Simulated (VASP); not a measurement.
Method: r2SCAN meta-GGA, VASP's PBE PAW potentials (set 64) (plane waves; VASP).

A VASP calculation is set up with these files.

**INCAR**
```
PREC = Accurate
ISMEAR = 1   # Methfessel-Paxton
LCHARG = F
NSW = 30   # most ionic steps
LASPH = T   # aspherical one-centre terms
IBRION = 1   # quasi-Newton
EDIFF = 1E-8   # SCF stop (eV)
LMIXTAU = T
METAGGA = R2SCAN
EDIFFG = -0.001
LWAVE = F
LMAXMIX = 4
LREAL = F   # projection in real space or not
ENCUT = 400   # plane-wave cut-off (eV)
ALGO = Normal   # blocked Davidson
NELM = 100   # most electronic steps
ISIF = 2
SYSTEM = ScAl3
SIGMA = 0.1
```

### POSCAR
```
ScAl3
1.0
  4.0845990295   0.0000000000   0.0000000000
  0.0000000000   4.0845990295   0.0000000000
  0.0000000000   0.0000000000   4.0845990295
Sc Al
1 3
Cartesian
  0.0000000000   0.0000000000   0.0000000000
  2.0422995147   0.0000000000   2.0422995147
  0.0000000000   2.0422995147   2.0422995147
  2.0422995147   2.0422995147   0.0000000000
```

KPOINTS:
```
Automatic mesh
0
Gamma
7 7 7
0 0 0
```

POTCAR, in this order: Sc_sv Al (PBE.64 set). Program: vasp_std.

Output

**OUTCAR**
```
 ion  position               nearest neighbor table
   1  0.000  0.000  0.000-   2 2.89   3 2.89   4 2.89   2 2.89   3 2.89   3 2.89   4 2.89   3 2.89
                             2 2.89   4 2.89   2 2.89   4 2.89
   2  0.500  0.000  0.500-   1 2.89   3 2.89   4 2.89   1 2.89   4 2.89   3 2.89   4 2.89   4 2.89
                             1 2.89   3 2.89   1 2.89   3 2.89
   3  0.000  0.500  0.500-   1 2.89   2 2.89   4 2.89   1 2.89   4 2.89   1 2.89   2 2.89   1 2.89
                             2 2.89   4 2.89   4 2.89   2 2.89
   4  0.500  0.500  0.000-   1 2.89   2 2.89   3 2.89   2 2.89   3 2.89   1 2.89   2 2.89   2 2.89
                             1 2.89   3 2.89   3 2.89   1 2.89
  LATTYP: Found a simple cubic cell.
 ALAT       =     4.0845990295
 Subroutine PRICEL returns:
 Original cell was already a primitive cell.
 Subroutine GETGRP returns: Found 48 space group operations
The static configuration has the point symmetry O_h .
The dynamic configuration has the point symmetry O_h .
 Subroutine INISYM returns: Found 48 space group operations
 Subroutine IBZKPT returns following result:
 Found     20 irreducible k-points:

 Following reciprocal coordinates:
            Coordinates               Weight
  0.000000  0.000000  0.000000      1.000000
  0.142857  0.000000  0.000000      6.000000
  0.285714  0.000000  0.000000      6.000000
  0.428571  0.000000  0.000000      6.000000
  0.142857  0.142857  0.000000     12.000000
  0.285714  0.142857  0.000000     24.000000
  0.428571  0.142857  0.000000     24.000000
  0.285714  0.285714  0.000000     12.000000
  0.428571  0.285714  0.000000     24.000000
  0.428571  0.428571  0.000000     12.000000
  0.142857  0.142857  0.142857      8.000000
  0.285714  0.142857  0.142857     24.000000
  0.428571  0.142857  0.142857     24.000000
  0.285714  0.285714  0.142857     24.000000
  0.428571  0.285714  0.142857     48.000000
  0.428571  0.428571  0.142857     24.000000
  0.285714  0.285714  0.285714      8.000000
  0.428571  0.285714  0.285714     24.000000
  0.428571  0.428571  0.285714     24.000000
  0.428571  0.428571  0.428571      8.000000
   k-points           NKPTS =     20   k-points in BZ     NKDIM =     20   number of bands    NBANDS=     14
   number of dos      NEDOS =    301   number of ions     NIONS =      4
   total plane-waves  NPLWV =  21952
   dimension x,y,z NGX =    28 NGY =   28 NGZ =   28
   dimension x,y,z NGXF=    56 NGYF=   56 NGZF=   56
   ions per type =               1   3
   PREC   = accura    normal or accurate (medium, high low for compatibility)
   ISTART =      0    job   : 0-new  1-cont  2-samecut
   ICHARG =      2    charge: 1-file 2-atom 10-const
   ISPIN  =      1    spin polarized calculation?
   LNONCOLLINEAR =      F non collinear calculations
   LSORBIT =      F    spin-orbit coupling
   INIWAV =      1    electr: 0-lowe 1-rand  2-diag
   ENCUT  =  400.0 eV  29.40 Ry    5.42 a.u.   6.66  6.66  6.66*2*pi/ulx,y,z
   NELM   =    100;   NELMIN=  2; NELMDL= -5     # of ELM steps
   EDIFF  = 0.1E-07   stopping-criterion for ELM
   LREAL  =      F    real-space projection
   NLSPLINE    = F    spline interpolate recip. space projectors
   LMAXMIX     =    4 max onsite mixed and CHGCAR
   VOSKOWN=      0    Vosko Wilk Nusair interpolation
   EDIFFG = -.1E-02   stopping-criterion for IOM
   NSW    =     30    number of steps for IOM
   NBLOCK =      1;   KBLOCK =     30    inner block; outer block
   IBRION =      1    ionic relax: 0-MD 1-quasi-New 2-CG
   NFREE  =      0    steps in history (QN), initial steepest desc. (CG)
   ISIF   =      2    stress and relaxation
   ISYM   =      2    0-nonsym 1-usesym 2-fastsym
   TEIN   =    0.0    initial temperature
   TEBEG  =    0.0;   TEEND  =   0.0 temperature during run
   SMASS  =  -3.00    Nose mass-parameter (am)
   PSTRESS=    0.0 pullay stress
   NELECT =      20.0000    total number of electrons
   EFERMI =   0.00;   METHOD = LEGACY
...
```

OSZICAR:
```
       N       E                     dE             d eps       ncg     rms          rms(c)
DAV:   1     0.903280473585E+02    0.90328E+02   -0.76316E+03   568   0.110E+03
DAV:   2    -0.299065091328E+02   -0.12023E+03   -0.11798E+03   578   0.361E+02
DAV:   3    -0.370597080023E+02   -0.71532E+01   -0.69294E+01   862   0.674E+01
DAV:   4    -0.372207586451E+02   -0.16105E+00   -0.16078E+00   772   0.112E+01
DAV:   5    -0.372247694730E+02   -0.40108E-02   -0.40096E-02   784   0.169E+00    0.120E+01
DAV:   6    -0.335908115426E+02    0.36340E+01   -0.57233E+00   786   0.379E+01    0.444E+00
DAV:   7    -0.332399266560E+02    0.35088E+00   -0.55859E-01   650   0.767E+00    0.213E+00
DAV:   8    -0.334496979901E+02   -0.20977E+00   -0.67053E-01   772   0.754E+00    0.800E-01
DAV:   9    -0.334409371617E+02    0.87608E-02   -0.11573E-01   768   0.430E+00    0.372E-01
DAV:  10    -0.335071701009E+02   -0.66233E-01   -0.13421E-01   778   0.436E+00    0.251E-01
DAV:  11    -0.335050833820E+02    0.20867E-02   -0.10997E-02   876   0.149E+00    0.160E-01
DAV:  12    -0.335077395643E+02   -0.26562E-02   -0.39812E-03   720   0.701E-01    0.292E-02
DAV:  13    -0.335076974431E+02    0.42121E-04   -0.41547E-04   726   0.237E-01    0.204E-02
DAV:  14    -0.335078123509E+02   -0.11491E-03   -0.14130E-04   758   0.135E-01    0.726E-03
DAV:  15    -0.335078602232E+02   -0.47872E-04   -0.41712E-05   688   0.832E-02    0.693E-03
DAV:  16    -0.335078573511E+02    0.28722E-05   -0.82039E-06   750   0.369E-02    0.206E-03
DAV:  17    -0.335078622945E+02   -0.49434E-05   -0.50897E-06   650   0.271E-02    0.106E-03
DAV:  18    -0.335078622701E+02    0.24342E-07   -0.14492E-07   874   0.444E-03    0.160E-03
DAV:  19    -0.335078622887E+02   -0.18576E-07   -0.20363E-09   394   0.447E-04    0.150E-03
DAV:  20    -0.335078626276E+02   -0.33883E-06   -0.40042E-07   614   0.667E-03    0.781E-04
DAV:  21    -0.335078626689E+02   -0.41347E-07   -0.78441E-09   436   0.119E-03    0.245E-04
DAV:  22    -0.335078626734E+02   -0.44929E-08   -0.15694E-09   334   0.699E-04
   1 F= -.33507863E+02 E0= -.33507462E+02  d E =-.335079E+02
```

OUTCAR:
```
------------------------ aborting loop because EDIFF is reached ----------------------------------------
  FORCE on cell =-STRESS in cart. coord.  units (eV):
  Direction    XX          YY          ZZ          XY          YZ          ZX
  --------------------------------------------------------------------------------------
  Total        0.0079491      0.0079491      0.0079491      0.0000000      0.0000000      0.0000000
  in kB        0.1868870      0.1868870      0.1868870      0.0000000      0.0000000      0.0000000
  external PRESSURE =       0.1868870 kB  Pullay stress =       0.0000000 kB
  volume of cell :       68.15
      direct lattice vectors                 reciprocal lattice vectors
     4.084599029  0.000000000  0.000000000     0.244822073  0.000000000  0.000000000
     0.000000000  4.084599029  0.000000000     0.000000000  0.244822073  0.000000000
     0.000000000  0.000000000  4.084599029     0.000000000  0.000000000  0.244822073
 POSITION                                       TOTAL-FORCE (eV/Angst)
 -----------------------------------------------------------------------------------
      0.00000      0.00000      0.00000         0.000000      0.000000      0.000000
      2.04230      0.00000      2.04230         0.000000      0.000000      0.000000
      0.00000      2.04230      2.04230         0.000000      0.000000      0.000000
      2.04230      2.04230      0.00000         0.000000      0.000000      0.000000
 -----------------------------------------------------------------------------------
    total drift:                                0.000000     -0.000000     -0.000000
  FREE ENERGIE OF THE ION-ELECTRON SYSTEM (eV)
  ---------------------------------------------------
  free  energy   TOTEN  =       -33.5078626734 eV

  energy  without entropy=      -33.5066599383  energy(sigma->0) =      -33.50746176

 reached required accuracy - stopping structural energy minimisation
```
(Selected blocks of OUTCAR.)

The structure comes from a computed database's ScAl3 entry (Pm-3m); how it stands against other phases isn't given here. It was relaxed first. The start is the result of an earlier pass.
